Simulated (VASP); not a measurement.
# WS2 (Tungstenite): accuracy against cost in the number of MPI ranks and k-mesh, part 3 of 3

A convergence test on WS2 (Tungstenite): the number of MPI ranks and k-mesh. The series runs use PBE. The start is a cell from a database of measured crystal structures.

VASP 6.6.1; PBE; plane waves and PAW (W, S).

Still holding for the runs below: Spin-orbit coupling is off here; with elements this heavy it splits and shifts levels by tenths of an eV or more.

So far. Step 12 (K-mesh: 10 10 3): Against the run before the energy moves by +0.29 meV an atom and the pressure by +0.01 GPa, after 14 cycles in 11 s.

## 13. K-mesh: 12 12 3

File INCAR:

```
SYSTEM = WS2
PREC = Accurate
ENCUT = 400
EDIFF = 1E-06
NELM = 100
ISMEAR = -1
SIGMA = 0.05
LREAL = .FALSE.
ALGO = Normal
GGA = PE
NBANDS = 24
LASPH = .TRUE.
LORBIT = 11
LWAVE = .FALSE.
LCHARG = .FALSE.
KPAR = 8
ISIF = 2
```

File POSCAR:

```
WS2
1.0
    3.1532000000      0.0000000000      0.0000000000
   -1.5766000000      2.7307513032      0.0000000000
    0.0000000000      0.0000000000     12.3230000000
W S
2 4
Direct
    0.3333333333      0.6666666667      0.2500000000
    0.6666666667      0.3333333333      0.7500000000
    0.3333333333      0.6666666667      0.6225000000
    0.6666666667      0.3333333333      0.1225000000
    0.3333333333      0.6666666667      0.8775000000
    0.6666666667      0.3333333333      0.3775000000
```

File KPOINTS:

```
Automatic mesh
0
Gamma
12 12 3
0 0 0
```

PAW data sets: W and S (PBE family, release 64).

Command:

```sh
mpirun -np 8 vasp_std
```

Log:

```text
[... set-up lines as in an earlier step ...]
 entering main loop
       N       E                     dE             d eps       ncg     rms          rms(c)
DAV:   1     0.158144160071E+03    0.15814E+03   -0.14090E+04  1824   0.108E+03
DAV:   2    -0.378904256488E+02   -0.19603E+03   -0.18912E+03  2536   0.253E+02
DAV:   3    -0.499108704230E+02   -0.12020E+02   -0.11939E+02  2464   0.627E+01
DAV:   4    -0.501376132172E+02   -0.22674E+00   -0.22633E+00  2400   0.972E+00
[...]
DAV:  12    -0.473266442808E+02   -0.10409E-04   -0.42223E-04  2568   0.128E-01    0.552E-02
DAV:  13    -0.473266522594E+02   -0.79786E-05   -0.29626E-05  2464   0.320E-02    0.186E-02
DAV:  14    -0.473266516898E+02    0.56964E-06   -0.17293E-06  1896   0.752E-03
   1 F= -.47326652E+02 E0= -.47326651E+02  d E =-.693076E-06
```

Elapsed: 13 s, on 8 MPI ranks of Intel Xeon Platinum 8375C at 2.90GHz (Ice Lake), shared host; peak memory 1.9 GiB.

Parts of OUTCAR (step 13):

```text
  Total        2.4283434      2.4283434      2.4899131      0.0000000      0.0000000      0.0000000
  in kB       36.6665937     36.6665937     37.5962613      0.0000000      0.0000000      0.0000000
  external PRESSURE =      36.9764829 kB  Pullay stress =       0.0000000 kB

 POSITION                                       TOTAL-FORCE (eV/Angst)
 -----------------------------------------------------------------------------------
     -0.00000      1.82050      3.08075         0.000000      0.000000      0.000000
      1.57660      0.91025      9.24225        -0.000000      0.000000      0.000000
     -0.00000      1.82050      7.67107         0.000000      0.000000     -0.057910
      1.57660      0.91025      1.50957        -0.000000      0.000000     -0.057910
     -0.00000      1.82050     10.81343         0.000000     -0.000000      0.057910
      1.57660      0.91025      4.65193        -0.000000     -0.000000      0.057910
 -----------------------------------------------------------------------------------
    total drift:                               -0.000000      0.000000     -0.000000

  FREE ENERGIE OF THE ION-ELECTRON SYSTEM (eV)
  ---------------------------------------------------
  free  energy   TOTEN  =       -47.3266516898 eV

  energy  without entropy=      -47.3266509967  energy(sigma->0) =      -47.32665134

[... 1 part as in an earlier step ...]

[... 2 further parts left out ...]
[key lines of the parts left out:]
E-fermi :   6.8453
```

Against the run before the energy moves by +0.03 meV an atom while the pressure stays within 0.01 GPa, after 14 cycles in 13 s.

## 14. K-mesh: 15 15 4

INCAR is that of step 13.

POSCAR is that of step 13.

File KPOINTS:

```
Automatic mesh
0
Gamma
15 15 4
0 0 0
```

Command:

```sh
mpirun -np 8 vasp_std
```

Log:

```text
[... set-up lines as in an earlier step ...]
 entering main loop
       N       E                     dE             d eps       ncg     rms          rms(c)
DAV:   1     0.158819227887E+03    0.15882E+03   -0.14055E+04  3888   0.108E+03
DAV:   2    -0.379983069742E+02   -0.19682E+03   -0.18982E+03  5400   0.255E+02
DAV:   3    -0.498770173459E+02   -0.11879E+02   -0.11791E+02  5192   0.629E+01
DAV:   4    -0.501371479833E+02   -0.26013E+00   -0.25962E+00  5368   0.103E+01
[...]
DAV:  12    -0.473266635085E+02   -0.20469E-04   -0.39403E-04  5376   0.123E-01    0.538E-02
DAV:  13    -0.473266706976E+02   -0.71891E-05   -0.27193E-05  5376   0.303E-02    0.171E-02
DAV:  14    -0.473266703298E+02    0.36787E-06   -0.19662E-06  4056   0.802E-03
   1 F= -.47326670E+02 E0= -.47326670E+02  d E =-.525426E-06
```

Run time: 22 s. Hardware: 8 MPI ranks; peak memory 2.3 GiB; 2.2 min of CPU time.

Parts of OUTCAR (step 14):

```text
  Total        2.4285047      2.4285047      2.4892862      0.0000000      0.0000000      0.0000000
  in kB       36.6690296     36.6690296     37.5867952      0.0000000      0.0000000      0.0000000
  external PRESSURE =      36.9749515 kB  Pullay stress =       0.0000000 kB

 POSITION                                       TOTAL-FORCE (eV/Angst)
 -----------------------------------------------------------------------------------
     -0.00000      1.82050      3.08075        -0.000000     -0.000000      0.000000
      1.57660      0.91025      9.24225        -0.000000     -0.000000      0.000000
     -0.00000      1.82050      7.67107         0.000000     -0.000000     -0.057915
      1.57660      0.91025      1.50957        -0.000000      0.000000     -0.057915
     -0.00000      1.82050     10.81343        -0.000000     -0.000000      0.057915
      1.57660      0.91025      4.65193         0.000000      0.000000      0.057915
 -----------------------------------------------------------------------------------
    total drift:                               -0.000000      0.000000     -0.000000

  FREE ENERGIE OF THE ION-ELECTRON SYSTEM (eV)
  ---------------------------------------------------
  free  energy   TOTEN  =       -47.3266703298 eV

  energy  without entropy=      -47.3266698043  energy(sigma->0) =      -47.32667007

[... 1 part as in an earlier step ...]

[... 2 further parts left out ...]
[key lines of the parts left out:]
E-fermi :   6.8508
```

Against the run before the energy stays within 0.01 meV an atom and the pressure within 0.01 GPa, after 14 cycles in 22 s.

## 15. The k-mesh series as a table

This step: convergence of PBE results with the mesh; plane waves and PAW (VASP 6.6.1).

Derived from the runs above.

Differences are taken from the run with 15 15 4. Results of the series, by row:

```tsv
setting	status	energy less the reference (meV/atom)	pressure (GPa)	largest force difference (meV/Å)	gap (eV)	SCF cycles	wall time (s)
2 2 1	converged	344.4	6.818	359.5	2.055	15	3.2
3 3 1	converged	24.01	4.084	250.7	1.375	14	3.2
4 4 1	converged	-12.05	3.462	90.39	1.374	14	3.4
6 6 2	converged	0.5872	3.704	3.86	1.002	14	8.2
7 7 2	converged	-0.3163	3.691	1.918	1.1	14	8.2
10 10 3	converged	-0.02262	3.696	0.353	1.071	14	11
12 12 3	converged	0.003122	3.698	0.005	1.001	14	12.8
15 15 4	converged	0	3.697	0	1.04	14	22
```

## 16. Outcome

```json
{"wall time from fewest to most ranks": "24 s to 9.4 s", "k-mesh from which the energy stays within 10 meV/atom of the reference": "6 6 2", "k-mesh from which the energy stays within 1 meV/atom of the reference": "6 6 2", "k-mesh from which the pressure stays within 0.2 GPa of the reference": "6 6 2", "spread of the pressure over the k-mesh": "3.36 GPa", "spread of the energy over the k-mesh": "356 meV/atom"}
```

On 8 ranks the run uses the cores at 32 % of the efficiency of 1. From 6 6 2 on, the energy stays within 1 meV an atom of the reference, at 37 % of its time. The pressure holds within 0.2 GPa from 6 6 2 on. The energy swings above and below the reference, since the sum over k-points is not variational. The gap in the table jumps with the points that each mesh happens to hold, and is no measure of convergence. Differences are taken from the run with 15 15 4, which is itself not the exact limit. Going from 1 ranks to 8 ranks shortens the run by a factor of 2.6; on a shared host such times are rough. The run at 2 2 1 is over 30 meV an atom or 2 GPa off and describes the material poorly.

[Lines on the potential files, build, host, timing and source positions are cut from VASP's logs without a mark.]

[Logs are printed without paths, hosts, clocks, repeated set-up lines and the standing remarks that a program may print on its own settings, such as how far it seeks lower states.]

[Hosts, paths, dates, database ids (printed as entryN), source tags and the programs' standing remarks are cut or masked in the printed files.]

[A measured line is paired with the nearest computed mode of its activity, which favours agreement.]
